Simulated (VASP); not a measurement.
Method: PBE GGA, VASP's PBE PAW potentials (set 64) (plane waves; VASP).

Input for VASP

### INCAR
```
# general
SYSTEM  = GdN
PREC    = Accurate
ENCUT   = 300
LREAL   = .FALSE.
LASPH   = .TRUE.

# electronic loop
EDIFF   = 1E-6
NELM    = 100
ALGO    = Normal
LMAXMIX = 6

# smearing
ISMEAR  = 0
SIGMA   = 0.05

# functional
GGA     = PE

# ions
ISIF    = 2

# output
LWAVE   = .FALSE.
LCHARG  = .FALSE.
```

### POSCAR
```
GdN
1
    2.9400000000     0.0000000000     0.0000000000
    0.0000000000     2.9400000000     0.0000000000
    0.0000000000     0.0000000000     2.9400000000
Gd N
1 1
Direct
  0.0000000000   0.0000000000   0.0000000000
  0.5000000000   0.5000000000   0.5000000000
```

File KPOINTS:
```
Automatic mesh
0
Gamma
8 8 8
0 0 0
```

POTCAR, in this order: Gd_3 N (PBE.64 set). Program: vasp_std.

The 4f electrons are frozen in the core of the lanthanide potential, so 4f levels, which can set the real gap, and their magnetism are missing.

### Question
Predict the energy per atom (σ→0), band gap (on the k-mesh).

### Answer

```yaml
energy per atom (σ→0): -7.149 eV/atom
band gap (on the k-mesh): none (metal, semimetal or under 0.01 eV)
```

**OSZICAR**
```
...
DAV:   6    -0.143991138646E+02    0.18715E+01   -0.11102E+01   883   0.227E+01    0.245E+01
DAV:   7    -0.143075373134E+02    0.91577E-01   -0.10057E+00   857   0.675E+00    0.157E+01
DAV:   8    -0.143013919356E+02    0.61454E-02   -0.11646E-01   848   0.330E+00    0.264E+00
DAV:   9    -0.142993113936E+02    0.20805E-02   -0.46344E-03   975   0.652E-01    0.341E-01
DAV:  10    -0.142992703586E+02    0.41035E-04   -0.12573E-03   912   0.309E-01    0.874E-02
DAV:  11    -0.142992263894E+02    0.43969E-04   -0.10099E-04   887   0.866E-02    0.253E-02
DAV:  12    -0.142992267762E+02   -0.38686E-06   -0.82504E-06   927   0.296E-02
   1 F= -.14299227E+02 E0= -.14298564E+02  d E =-.132639E-02
```

The structure was generated: GdN was put into the CsCl type (Pm-3m), which need not be its known phase. The cell was not relaxed at this level. The run is one of a series of settings (ENCUT = 300 against the base run), some of them coarse on purpose.
